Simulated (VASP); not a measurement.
A run of VASP 6.6.1 is set up as follows.

Contents of INCAR:

```
SYSTEM = Hf2CdSb3
PREC = Accurate ; ENCUT = 520
EDIFF = 1E-6 ; ISMEAR = -1
SIGMA = 0.1 ; LREAL = .False.
LASPH = .True. ; NELM = 100
ALGO = Normal ; ISIF = 2
LWAVE = .False. ; LCHARG = .False.
GGA = PS ; NBANDS = 32
```

The input KPOINTS:

```
Automatic mesh
0
Gamma
  5 5 2
  0 0 0
```

POSCAR

```
Hf2CdSb3
1.0
    4.0740550000      0.0000000000      0.0000000000
    0.0000000000      4.0740550000      0.0000000000
    0.0000000000      0.0000000000      8.9288240000
Sb Cd Hf
3 1 2
Direct
    0.5000000000      0.5000000000      0.0000000000
    0.0000000000      0.5000000000      0.3820000000
    0.5000000000      0.0000000000      0.6180000000
    0.0000000000      0.0000000000      0.0000000000
    0.0000000000      0.5000000000      0.7340000000
    0.5000000000      0.0000000000      0.2660000000
```

Potentials or basis: VASP PAW PBE potentials, release 64 (Sb, Cd, Hf_pv).

Command:

```bash
$ cat potpaw_PBE.64/Sb/POTCAR potpaw_PBE.64/Cd/POTCAR potpaw_PBE.64/Hf_pv/POTCAR > POTCAR
$ mpirun -np 1 vasp_std > vasp.out
```

(1) Predict the largest force.

(2) Predict the band gap on the k mesh.

Results:

(1) 0.454 eV/Å.

(2) none (metal or under the smearing width).

Caveat: the PAW data sets were made with another functional, which shifts forces and pressure a little.
